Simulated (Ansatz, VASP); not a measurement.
# TaN in two plane-wave programs

Wanted: the spread between two codes on one cell, functional and k mesh. The cell is taken from a series of runs on this material, whose earlier steps may have relaxed, scaled, displaced or heated it; both programs get it as it stands.

Main program and level: Ansatz 0.2.0; plane waves, with VASP 6.6.1 beside it; zone-centre phonons at LDA.

**1. Set-up**

The structure is orthorhombic, space group Immm (No. 71). Conventional cell: a = 3.051 Å, b = 3.105 Å, c = 4.345 Å, α = 90.00°, β = 90.00°, γ = 90.00°. Nearest to N lie 6 Ta at 2.17 to 2.18 Å. Ta has 6 N at 2.17 to 2.18 Å nearest. Farther neighbours and most contacts between anions are not listed.

**2. Ansatz: zone-centre phonons, LDA**

Ansatz runs on its PAW soft_1 files.

Second derivatives magnify differences that forces hide, and they need a tight electronic threshold.

Input file input.yaml:

```yaml
crystal:
  lattice:
    - [0.01910546, 2.1764407478, 2.1723906607]
    - [2.1764407478, 0.01910546, 2.1723906607]
    - [2.1955462078, 2.1955462078, 0.0]
  atoms:
    - { symbol: "N", position: [0.0, 0.0, 0.0] }
    - { symbol: Ta, position: [0.5, 0.5, 0.5] }
kpoints:
  mp_grid: { grid: [16, 16, 16] }
hamiltonian:
  xc: lda
  pseudopotentials: { kind: paw, azcp: { folder: soft_1 }, xc_functional: pbe }
scf:
  occupations: { method: methfessel_paxton, width: 0.2 }
output:
  eigenvalues: true
phonons:
  method: dfpt
```

Run with:

```
$ ansatz run input.yaml --threads 4 --pin off --max-ram 10240MiB --backend cpu --events-out ev --progress --plain --runs-dir out
```

Numbers of over 12 decimals in the logs are rounded to 6 here.

Output:

```text
zone centre: on kpoints.mp_grid the ground state, and the responses unless they are solved on pairs of k-points, stand on 1098 of the mesh's 4096 k-points, reduced under 4 symmetry operations, with k and −k counted as one. Each operation leaves every solved displacement unchanged or reverses it
Engine: ansatz 0.2.0, aarch64-unknown-linux-gnu
Pseudopotentials: kind: paw
Pseudopotential: N, paw, valence charge 5, recommended cutoff 420 eV (normal), soft_1/N.paw.azcp
Pseudopotential: Ta, paw, valence charge 13, recommended cutoff 420 eV (normal), soft_1/Ta.paw.azcp
Functional definition: SPW92
  exchange = slater_x
  correlation = pw_c
Crystal: 2 atoms, lattice volume = 20.579 Å³
Basis set: ecut = 420 eV, 411 PW (Γ), exchange–correlation on 48×48×48 points (8 copies of the dense FFT grid, shifted against one another)
Bands: 13, of which v1, the nominal top of the filled ones, is band 9 counted from 1 (8 counted from 0)
Symmetry: 8 space group operations
k-points: 1098 of 4096 (irreducible under 4 space group operations)
Non-local potential: N, projectors of the file, l = 0: 2, l = 1: 2, l = 2: 1
Non-local potential: Ta, projectors of the file, l = 0: 3, l = 1: 2, l = 2: 2, l = 3: 1
PAW form: soft (Blöchl's): semilocal exchange-correlation on the pseudo side does not see the compensation charge
PAW frozen core: N, regenerated for the run's functional, and the local potential with it (the file was generated under x = pbe(κ = 0.804, μ = 0.219515), c = pbe(β = 0.066725))
PAW frozen core: Ta, regenerated for the run's functional, and the local potential with it (the file was generated under x = pbe(κ = 0.804, μ = 0.219515), c = pbe(β = 0.066725))
PAW one-centre angular grid: N, 110 points (default); XC on 64 Gauss nodes
PAW one-centre angular grid: Ta, 590 points (default); XC on 64 Gauss nodes
Initial density: superposition of atomic densities (chi_scale 0.1, normalization cell, long waves kept (reshape's long-wave potential 0.00 eV rms))
Initial wavefunctions: pseudopotential atomic-orbital guess
Functional: x = slater, c = lda
SCF iter   1: F=—  HF=-10059.591079 eV  |F-HF|=—  |Δ(HF+E_count)|=         —  Δρ=5.10e-2  dr2=5.51e-1  ethr=3.10e-3  ⟨swp⟩=5.0  Hψ=152396  notcnv=0  defer=1
automatic band count: the SCF goes on with 17 bands, as 13 were too few: the levels above may hold too much charge
preconditioner: auto → none  [metal: Δε(μ)=0.007 eV  Ē_g=16.183 eV  σ=0.200 eV  W_gap=0.03  n_scr=8 (ndim 8)  ℏωp=25.9 eV  f_vac=0.000  D(μ)=0.91/eV (n_scr^D=8)  sad-step TF]
SCF iter   2: F=—  HF=-10059.542108 eV  |F-HF|=—  |Δ(HF+E_count)|=   4.90e-2  S|Δr|=    0.00e0  Δρ=3.59e-2  dr2=3.05e-1  ethr=3.06e-3  ⟨swp⟩=1.0  Hψ=27450  notcnv=0  defer=3
SCF iter   3: F=—  HF=-10059.467354 eV  |F-HF|=—  |Δ(HF+E_count)|=   7.48e-2  S|Δr|=    0.00e0  Δρ=2.95e-3  dr2=4.53e-4  ethr=1.69e-3  ⟨swp⟩=2.4  Hψ=24686  notcnv=0  defer=3
SCF iter   4: F=—  HF=-10059.467440 eV  |F-HF|=—  |Δ(HF+E_count)|=   8.60e-5  S|Δr|=    0.00e0  Δρ=6.61e-4  dr2=1.13e-4  ethr=2.52e-6  ⟨swp⟩=2.5  Hψ=34276  notcnv=0  defer=1656
SCF iter   5: F=—  HF=-10059.467412 eV  |F-HF|=—  |Δ(HF+E_count)|=   2.81e-5  S|Δr|=    0.00e0  Δρ=7.16e-5  dr2=9.51e-7  ethr=6.27e-7  ⟨swp⟩=2.5  Hψ=23309  notcnv=0  defer=1656
SCF iter   6: F=—  HF=-10059.467411 eV  |F-HF|=—  |Δ(HF+E_count)|=   4.16e-7  S|Δr|=    0.00e0  Δρ=7.21e-6  dr2=6.03e-9  ethr=5.29e-9  ⟨swp⟩=2.3  Hψ=22734  notcnv=0  defer=1806
SCF iter   7: F=—  HF=-10059.467411 eV  |F-HF|=—  |Δ(HF+E_count)|=  7.37e-10  S|Δr|=    0.00e0  Δρ=1.29e-6  dr2=1.04e-10  ethr=3.35e-11  ⟨swp⟩=2.4  Hψ=25783  notcnv=0  defer=1806
SCF iter   8: F=-10059.467411 eV  HF=-10059.467411 eV  |F-HF|=9.09e-12  |Δ(HF+E_count)|=  4.55e-11  S|Δr|=    0.00e0  Δρ=1.41e-7  dr2=2.47e-12  ethr=1.00e-12  ⟨swp⟩=9.4  Hψ=84339  notcnv=0
SCF 1 converged in 8 iterations: F = -10059.467411 eV  dr2 = 2.47e-12
  greatest PAW one-centre occupation: 0.999 electrons in one spin orbital (limit 2), on the Ta atom at site 1 (counted from 0), in its partial waves of l = 0
DFPT response loops at Γ: preconditioner auto → Kerker (q_TF=auto, 2.668 Å⁻¹) (partly filled bands, converged f_vac=0.000); β = 1.00, the filter's whole step (`scf.mixing.beta` (0.50) is not read by the response loops under this deck's `scf.mixing.preconditioner`; to damp them name `kerker` or `kerker_dos`, under which they read `scf.mixing.beta`, and type it under 1.00, their step now; both keys bind the ground state too); Broyden in place of MSR1
SCF converged after 8 iterations
Stability not checked: this state was not tested for a lower state beside it, because cold or Methfessel-Paxton smearing, or corrected tetrahedra, fill the levels in a way that the test cannot read (fill_not_monotonic; see scf.lower_state_search)
Free energy (F): -10059.467411 eV
Harris-Foulkes:  -10059.467411 eV  (|F-HF|=9.09e-12)
Internal energy: -10059.465553 eV  (E = F + TS)
E sigma→0 (E₀):  -10059.466947 eV
Entropy (-TS):   -0.001858 eV (-0.929 meV/atom)
Fermi energy:    21.960360 eV
--- Per-component energies (eV) ---
  E_band       = -39.323448
  E_kinetic    = 527.409250
  E_local      = -552.945500  (includes V_loc(G=0)·N_el)
  E_nonlocal   = 30.469238
  E_hartree    = 198.225531
  E_xc         = -379.463521
  E_vxc        = -311.759590  (∫ρ·V_xc dr)
  E_paw        = -8176.868671  (= ΣΔE_a)
  E_vpaw       = -128.948791  (= ΣTr[D̂ρ^β])
  E_aug_tail   = 0.000905  (compensation charges beyond the density's cutoff)
  E_ewald      = -1706.631827
  E_core_change = 0.339041  (= ΣΔE_core)
  E_smearing   = -0.001858  (= −TS)
  E_closure    = -0.000000  (closes the sum)
  Σ components = -10059.467411   (vs F -10059.467411, Δ=0.00e0)
--- Band table (eV; the first three rows and the last of 1098) ---
  k-point 0: bands = [... 5 lower, 18.0360, 18.0932, 18.1377, 19.6114, 19.7688, 19.9002, 21.9901, 22.0156, ... 4 higher]
  k-point 1: bands = [... 5 lower, 17.5199, 17.7119, 17.7852, 19.8405, 19.9860, 20.0616, 22.3976, 22.4223, ... 4 higher]
  k-point 2: bands = [... 5 lower, 16.4694, 16.9696, 17.0596, 20.2390, 20.3714, 20.4378, 23.3840, 23.4121, ... 4 higher]
  k-point 1097: bands = [... 5 lower, 15.3632, 16.2876, 17.2324, 17.3810, 24.1586, 25.7110, 25.7122, 26.9447, ... 4 higher]
--- Phonons (Γ-DFPT): 4 representative perturbations + reference, on 1098 of 4096 k-points (Σ response iterations 12) ---
  k mesh reduced under 4 symmetry operations, with k and −k counted as one. Each operation leaves every solved displacement unchanged or reverses it
  ASR residual: 6.954e-5 → 0.000e0 eV/Å²; symmetrization residual: 7.365e-7 eV/Å²
  ASR residual per site (eV/Å²): 3.00e-5 6.95e-5
  Γ frequencies (cm⁻¹): 0.00 0.00 0.00 412.70 422.67 424.52
  non-analytic LO–TO correction: not included (Born effective charges unavailable; polar crystals: no LO–TO splitting at Γ)
```

(Continued in part 2 of 2.)

[Lines on the potential files, build, host, timing and source positions are cut from VASP's logs without a mark.]

[Logs are printed without paths, hosts, clocks, repeated set-up lines and the standing remarks that a program may print on its own settings, such as how far it seeks lower states.]

[Hosts, paths, dates, database ids (printed as entryN), source tags and the programs' standing remarks are cut or masked in the printed files.]
